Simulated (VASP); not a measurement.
All values below come from PW91 GGA, VASP's PBE PAW potentials (set 64) (plane waves; VASP 6.6.1).

A VASP calculation is set up with these files.

INCAR:
```
SYSTEM = MgO
PREC = Accurate
ENCUT = 520
EDIFF = 1E-6
NELM = 100
ALGO = Normal
LREAL = .FALSE.
LASPH = .TRUE.
ISMEAR = 0
SIGMA = 0.05
GGA = 91
LWAVE = .FALSE.
LCHARG = .FALSE.
IBRION = 2
ISIF = 3
NSW = 60
EDIFFG = -0.01
```

### POSCAR
```
MgO
1.0
  0.0000000000   2.1050000000   2.1050000000
  2.1050000000   0.0000000000   2.1050000000
  2.1050000000   2.1050000000   0.0000000000
Mg O
1 1
direct
  0.0000000000   0.0000000000   0.0000000000
  0.5000000000   0.5000000000   0.5000000000
```

### KPOINTS
```
Automatic mesh
0
Gamma
10 10 10
0 0 0
```

POTCAR, in this order: Mg O (PBE.64 set). Program: vasp_std.

The run wrote:

File OSZICAR:
```
       N       E                     dE             d eps       ncg     rms          rms(c)
DAV:   1     0.115489736939E+02    0.11549E+02   -0.47856E+03   880   0.880E+02
DAV:   2    -0.132998068347E+02   -0.24849E+02   -0.24003E+02   864   0.139E+02
DAV:   3    -0.136631377441E+02   -0.36333E+00   -0.36333E+00  1024   0.185E+01
DAV:   4    -0.136636980765E+02   -0.56033E-03   -0.56033E-03   952   0.631E-01
DAV:   5    -0.136636984419E+02   -0.36532E-06   -0.36532E-06  1040   0.133E-02    0.737E+00
DAV:   6    -0.120575555849E+02    0.16061E+01   -0.10522E+01   752   0.229E+01    0.228E+00
DAV:   7    -0.120405741335E+02    0.16981E-01   -0.45422E-02   792   0.261E+00    0.131E+00
DAV:   8    -0.120329625456E+02    0.76116E-02   -0.22750E-02   760   0.230E+00    0.154E-01
DAV:   9    -0.120328633775E+02    0.99168E-04   -0.36361E-04  1096   0.172E-01    0.752E-02
DAV:  10    -0.120329396773E+02   -0.76300E-04   -0.96843E-05   776   0.105E-01    0.412E-03
DAV:  11    -0.120329396718E+02    0.54800E-08   -0.11855E-06   904   0.851E-03
   1 F= -.12032940E+02 E0= -.12032940E+02  d E =-.120329E+02
       N       E                     dE             d eps       ncg     rms          rms(c)
DAV:   1    -0.120900173051E+02   -0.57078E-01   -0.11307E+00   752   0.108E+01    0.173E+00
DAV:   2    -0.120381379364E+02    0.51879E-01   -0.38374E-01   752   0.454E+00    0.161E-01
DAV:   3    -0.120375738678E+02    0.56407E-03   -0.32807E-03   848   0.666E-01    0.101E-01
DAV:   4    -0.120373230628E+02    0.25080E-03   -0.26178E-04   784   0.176E-01    0.224E-02
DAV:   5    -0.120373183504E+02    0.47124E-05   -0.30620E-05   824   0.426E-02    0.528E-03
DAV:   6    -0.120373178995E+02    0.45095E-06   -0.45336E-07   400   0.585E-03
   2 F= -.12037318E+02 E0= -.12037318E+02  d E =-.437823E-02
       N       E                     dE             d eps       ncg     rms          rms(c)
DAV:   1    -0.120413428550E+02   -0.40245E-02   -0.74287E-02   752   0.278E+00    0.443E-01
DAV:   2    -0.120379495896E+02    0.33933E-02   -0.25155E-02   752   0.116E+00    0.430E-02
DAV:   3    -0.120379108674E+02    0.38722E-04   -0.22349E-04   848   0.175E-01    0.269E-02
DAV:   4    -0.120378953806E+02    0.15487E-04   -0.18217E-05   776   0.457E-02    0.592E-03
DAV:   5    -0.120378954803E+02   -0.99769E-07   -0.22174E-06   424   0.117E-02
   3 F= -.12037895E+02 E0= -.12037895E+02  d E =-.495581E-02
```

File OUTCAR:
```
------------------------ aborting loop because EDIFF is reached ----------------------------------------
  FORCE on cell =-STRESS in cart. coord.  units (eV):
  Direction    XX          YY          ZZ          XY          YZ          ZX
  --------------------------------------------------------------------------------------
  Total       -0.0003039     -0.0003039     -0.0003039     -0.0000000      0.0000000     -0.0000000
  in kB       -0.0255079     -0.0255079     -0.0255079     -0.0000000      0.0000000     -0.0000000
  external PRESSURE =      -0.0255079 kB  Pullay stress =       0.0000000 kB
  volume of cell :       19.09
      direct lattice vectors                 reciprocal lattice vectors
    -0.000000000  2.121263000  2.121263000    -0.235708632  0.235708632  0.235708632
     2.121263000 -0.000000000  2.121263000     0.235708632 -0.235708632  0.235708632
     2.121263000  2.121263000 -0.000000000     0.235708632  0.235708632 -0.235708632
  FREE ENERGIE OF THE ION-ELECTRON SYSTEM (eV)
  ---------------------------------------------------
  free  energy   TOTEN  =       -12.0378954803 eV

  energy  without entropy=      -12.0378954803  energy(sigma->0) =      -12.03789548

 reached required accuracy - stopping structural energy minimisation
```
(Selected blocks of OUTCAR.)

CONTCAR:
```
MgO
   1.00000000000000
    -0.0000000000000000    2.1212630000221835    2.1212630000221835
     2.1212630000221835   -0.0000000000000000    2.1212630000221835
     2.1212630000221835    2.1212630000221835   -0.0000000000000000
  Mg              O
     1     1
Direct
     0.0000000000000000    0.0000000000000000    0.0000000000000000
     0.5000000000000000    0.5000000000000000    0.5000000000000000
```

Energy and stress use the plane-wave basis of the starting cell.

The compound is MgO in the rock salt structure. This run relaxes it. Symmetry was kept, so distortions that lower it aren't found.
